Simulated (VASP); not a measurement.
VASP input:

File POSCAR:
```
SbAs
1
    0.0000000000     2.8116880000     2.8116880000
    2.8116880000     0.0000000000     2.8116880000
    2.8116880000     2.8116880000     0.0000000000
As Sb
1 1
Direct
  0.0000000000   0.0000000000   0.0000000000
  0.5000000000   0.5000000000   0.5000000000
```

File KPOINTS:
```
Automatic mesh
0
Gamma
7 7 7
0 0 0
```

### INCAR
```
# general
SYSTEM  = SbAs
PREC    = Accurate
ENCUT   = 400   # plane-wave cut-off (eV)
LREAL   = .False.
LASPH   = .True.   # aspherical one-centre terms

# electronic loop
EDIFF   = 1E-6
NELM    = 100
ALGO    = Normal   # blocked Davidson
LMAXMIX = 4   # l cut-off of mixed one-centre charges

# smearing
ISMEAR  = 0   # Gaussian
SIGMA   = 0.05   # width (eV)

# functional
GGA     = PE   # PBE

# ions
ISIF    = 2   # forces and stress, cell fixed

# output
LWAVE   = .False.
LCHARG  = .False.
```

POTCAR, in this order: As Sb (PBE.64 set). Program: vasp_std.

Translate this PBE calculation to Quantum ESPRESSO's pw.x.

One equivalent input (not run):
```
&CONTROL
  calculation = 'scf'
  pseudo_dir = './pseudo'
  outdir = './out'
  tprnfor = .true.
  tstress = .true.
/
&SYSTEM
  ibrav = 0
  nat = 2
  ntyp = 2
  ecutwfc = 84
  occupations = 'smearing'
  smearing = 'gaussian'
  degauss = 0.003675
  input_dft = 'pbe'
/
&ELECTRONS
  conv_thr = 7.3e-08
  electron_maxstep = 100
/
ATOMIC_SPECIES
  As 74.922 As.upf
  Sb 121.760 Sb.upf
CELL_PARAMETERS angstrom
     0.0000000    2.8116880    2.8116880
     2.8116880    0.0000000    2.8116880
     2.8116880    2.8116880    0.0000000
ATOMIC_POSITIONS crystal
  As   0.0000000  0.0000000  0.0000000
  Sb   0.5000000  0.5000000  0.5000000
K_POINTS automatic
  7 7 7 0 0 0
```
What does not carry over: the potentials are each code's own (VASP's PAW set, PseudoDojo norm-conserving files in pw.x), so ENCUT and ecutwfc are chosen apart and not converted; conv_thr bounds pw.x's estimated SCF error, while EDIFF bounds the energy change between steps.

The structure was generated: SbAs was put into the rocksalt type (Fm-3m), which need not be its known phase. The cell was not relaxed at this level.
